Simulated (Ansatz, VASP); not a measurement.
**Hf2ZrSe6: VASP beside Ansatz**

The input INCAR:

```
PREC     = Accurate       # precision mode
ENCUT    = 520            # plane-wave cutoff, eV
EDIFF    = 1E-7           # SCF threshold, eV
ISMEAR   = 0              # smearing method
SIGMA    = 0.1            # smearing width, eV
LREAL    = F              # projectors in reciprocal space
LASPH    = T              # aspherical terms in the spheres
NELM     = 60             # most SCF steps
ALGO     = Normal         # electronic algorithm
ISIF     = 2              # what is computed and relaxed
LWAVE    = F              # write WAVECAR
LCHARG   = F              # write CHGCAR
GGA      = PE             # functional
NBANDS   = 44             # bands
```

The input KPOINTS:

```
Automatic mesh
0
Gamma
  6 6 1
```

Contents of POSCAR:

```
Hf2ZrSe6
1.0
    3.7813748000      0.0000000000      0.0000000000
   -1.8906874000      3.2747666000      0.0000000000
    0.0000000000      0.0000000000     20.9900521000
Zr Hf Se
1 2 6
Direct
    0.0000000000      0.0000000000      0.0000000000
    0.0000000000      0.0000000000      0.3320960000
    0.0000000000      0.0000000000      0.6679040000
    0.6666667000      0.3333333000      0.2571820000
    0.6666667000      0.3333333000      0.5929890000
    0.6666667000      0.3333333000      0.9242050000
    0.3333333000      0.6666667000      0.0757950000
    0.3333333000      0.6666667000      0.4070110000
    0.3333333000      0.6666667000      0.7428180000
```

Input for Ansatz:

```yaml
crystal:
  lattice:
    - [3.7813748, 0.0, 0.0]
    - [-1.8906874, 3.2747666, 0.0]
    - [0.0, 0.0, 20.9900521]
  atoms:
    - { symbol: Zr, position: [0.0, 0.0, 0.0] }
    - { symbol: Hf, position: [0.0, 0.0, 0.332096] }
    - { symbol: Hf, position: [0.0, 0.0, 0.667904] }
    - { symbol: Se, position: [0.6666667, 0.3333333, 0.257182] }
    - { symbol: Se, position: [0.6666667, 0.3333333, 0.592989] }
    - { symbol: Se, position: [0.6666667, 0.3333333, 0.924205] }
    - { symbol: Se, position: [0.3333333, 0.6666667, 0.075795] }
    - { symbol: Se, position: [0.3333333, 0.6666667, 0.407011] }
    - { symbol: Se, position: [0.3333333, 0.6666667, 0.742818] }
basis:
  ecutwfc: 420
kpoints:
  mp_grid: { grid: [6, 6, 1] }
hamiltonian:
  xc: pbe
scf:
  occupations: { method: gaussian, width: 0.1 }
  lower_state_search: "off"
output:
  forces: true
  stress: true
  eigenvalues: true
```

Alike in both runs: task single point; functional PBE; k mesh 6 × 6 × 1; occupations gaussian, width 0.1 eV; no spin polarisation.

|  | VASP | Ansatz |
| --- | --- | --- |
| version | VASP 6.6.1 | Ansatz 0.2.0 |
| potentials or method | VASP PAW PBE potentials, release 64 (Zr_sv, Hf_pv, Se) | scalar-relativistic, plane waves, PAW |
| plane-wave cutoff (eV) | 520 | 420 |
| valence electrons in the cell | 68 | 160 |

```tsv
	VASP	Ansatz	Ansatz less VASP
gap on the k mesh at the Fermi level (eV)	0.42	0.42	-0.001
least direct gap on the mesh (eV)	1.10	1.10	0.000
pressure (GPa)	-0.1	0.1	+0.16
largest component of the traceless stress (GPa)	0.17	0.19	+0.013
rms of the force components (eV/Å)	0.023	0.008	-0.0156
```

Atom by atom the forces differ by 0.018 eV/Å (rms over components). The two sets of potentials don't hold the same shells in valence.

Caveats: spin-orbit coupling is left out, which moves the levels of the heavy elements; an odd mesh through Γ misses points on the zone boundary, where band edges often lie; this functional lacks dispersion, which binds the layers, so the pressure and a relaxed spacing across them are unreliable.
